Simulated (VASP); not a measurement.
Consider the following.

```xyz
5
Lattice="-2.0849 2.0849 4.7912 2.0849 -2.0849 4.7912 2.0849 2.0849 -4.7912" Properties=species:S:1:pos:R:3 pbc="T T T"
Dy     0.0000     0.0000     9.5824
Si     0.0000     0.0000     6.0305
Si     2.0849     2.0849    -1.2144
Os     0.0000     2.0849     2.3956
Os     2.0849     0.0000     2.3956
```

Method: r2SCAN meta-GGA, VASP's PBE PAW potentials (set 64) (plane waves; VASP). Run with 480 eV cut-off, 10×10×10 Γ-centred mesh, first-order Methfessel-Paxton smearing of 0.10 eV, potentials Dy_3 Si Os.

The 4f electrons are frozen in the core of the lanthanide potential, so 4f levels, which can set the real gap, and their magnetism are missing.

Task: Give the force on each atom (eV/Å).

Result: 
```tsv
atom	Fx	Fy	Fz
Dy1	0.000	0.000	0.018
Si2	0.000	0.000	0.068
Si3	0.000	0.000	-0.351
Os4	0.000	0.000	0.133
Os5	0.000	0.000	0.133
```

Task: Give the stress tensor in GPa (positive for a compressed cell).

Result: 
```
-0.84   0.00   0.00
 0.00  -0.84   0.00
 0.00   0.00  -0.03
```
The pressure is its mean diagonal, -0.57 GPa.

The structure comes from a computed database's DyOs2Si2 entry (I4/mmm); how it stands against other phases isn't given here. This cell was strained or had an atom moved on purpose. The electron count is odd and the run is not spin-polarised, which forces a metal.
